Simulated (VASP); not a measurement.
Here is the system:

```
CELL_PARAMETERS angstrom
      3.90302     0.00000     0.00000
      0.00000     3.90302     0.00000
      0.00000     0.00000     7.02867
ATOMIC_POSITIONS crystal
  Gd 0.00000 0.50000 0.33003
  Gd 0.50000 0.00000 0.66997
  Mn 0.00000 0.00000 0.00000
  Mn 0.50000 0.50000 0.00000
  Si 0.00000 0.50000 0.80223
  Si 0.50000 0.00000 0.19777
```

Calculation: PBEsol GGA, VASP's PBE PAW potentials (set 64) (plane waves; VASP). Settings: 400 eV cut-off, Gaussian smearing of 0.050 eV, potentials Gd_3 Mn_pv Si.

The 4f electrons are frozen in the core of the lanthanide potential, so 4f levels, which can set the real gap, and their magnetism are missing.  The run has a spin-polarised start.

**Question.** Give the spin-up energies of bands 19 to 32 at the high-symmetry points, in eV from the Fermi level.

**Answer.** 
| band | Γ | X | M | Z | R | A |
|---|---|---|---|---|---|---|
| 19 | -2.64 | -2.74 | -2.20 | -2.64 | -2.82 | -2.12 |
| 20 | -2.31 | -2.74 | -2.20 | -1.97 | -2.82 | -2.12 |
| 21 | -1.54 | -1.72 | -1.91 | -1.59 | -1.71 | -1.97 |
| 22 | -1.54 | -1.72 | -1.91 | -1.59 | -1.71 | -1.97 |
| 23 | -1.12 | -1.71 | -1.63 | -1.00 | -1.50 | -1.93 |
| 24 | -0.54 | -1.71 | -1.63 | -0.99 | -1.50 | -1.93 |
| 25 | -0.36 | -1.35 | -1.11 | -0.53 | -1.39 | -1.11 |
| 26 | -0.36 | -1.35 | -1.11 | -0.34 | -1.39 | -1.11 |
| 27 | -0.36 | -0.94 | -0.81 | -0.34 | -0.06 | -0.81 |
| 28 | 0.27 | -0.94 | -0.81 | 0.00 | -0.06 | -0.81 |
| 29 | 0.66 | 0.67 | 0.28 | 0.67 | 0.38 | 0.36 |
| 30 | 0.67 | 0.67 | 0.28 | 1.75 | 0.38 | 0.36 |
| 31 | 2.31 | 2.33 | 1.13 | 2.51 | 1.18 | 1.09 |
| 32 | 2.92 | 2.33 | 1.13 | 2.51 | 1.18 | 1.09 |

**Question.** Give the spin-down energies of bands 19 to 32 at the high-symmetry points, in eV from the Fermi level.

**Answer.** 
```json
[
 {"band": "19", "Γ": "-1.79", "X": "-2.21", "M": "-1.84", "Z": "-1.63", "R": "-2.21", "A": "-1.71"},
 {"band": "20", "Γ": "-1.64", "X": "-2.21", "M": "-1.84", "Z": "-1.16", "R": "-2.21", "A": "-1.71"},
 {"band": "21", "Γ": "-0.98", "X": "-0.92", "M": "-1.26", "Z": "-1.08", "R": "-0.58", "A": "-0.77"},
 {"band": "22", "Γ": "-0.98", "X": "-0.92", "M": "-1.26", "Z": "-1.08", "R": "-0.58", "A": "-0.77"},
 {"band": "23", "Γ": "-0.22", "X": "-0.62", "M": "-0.67", "Z": "-0.98", "R": "-0.52", "A": "-0.70"},
 {"band": "24", "Γ": "-0.18", "X": "-0.62", "M": "-0.67", "Z": "0.13", "R": "-0.52", "A": "-0.70"},
 {"band": "25", "Γ": "0.34", "X": "-0.08", "M": "0.14", "Z": "0.41", "R": "0.42", "A": "-0.06"},
 {"band": "26", "Γ": "0.78", "X": "-0.08", "M": "0.14", "Z": "1.00", "R": "0.42", "A": "-0.06"},
 {"band": "27", "Γ": "0.78", "X": "0.49", "M": "0.68", "Z": "1.00", "R": "0.70", "A": "0.92"},
 {"band": "28", "Γ": "1.68", "X": "0.49", "M": "0.68", "Z": "1.80", "R": "0.70", "A": "0.92"},
 {"band": "29", "Γ": "1.81", "X": "1.39", "M": "1.03", "Z": "2.03", "R": "0.93", "A": "1.03"},
 {"band": "30", "Γ": "2.03", "X": "1.39", "M": "1.03", "Z": "2.43", "R": "0.93", "A": "1.03"},
 {"band": "31", "Γ": "2.49", "X": "2.98", "M": "2.47", "Z": "2.43", "R": "1.78", "A": "2.42"},
 {"band": "32", "Γ": "2.95", "X": "2.98", "M": "2.47", "Z": "2.69", "R": "1.78", "A": "2.42"}
]
```

It has no gap at this level: it comes out as a metal or semimetal.

The structure comes from a computed database's GdMnSi entry (P4/nmm); how it stands against other phases isn't given here. It was relaxed first, which changed the volume by -9 %.
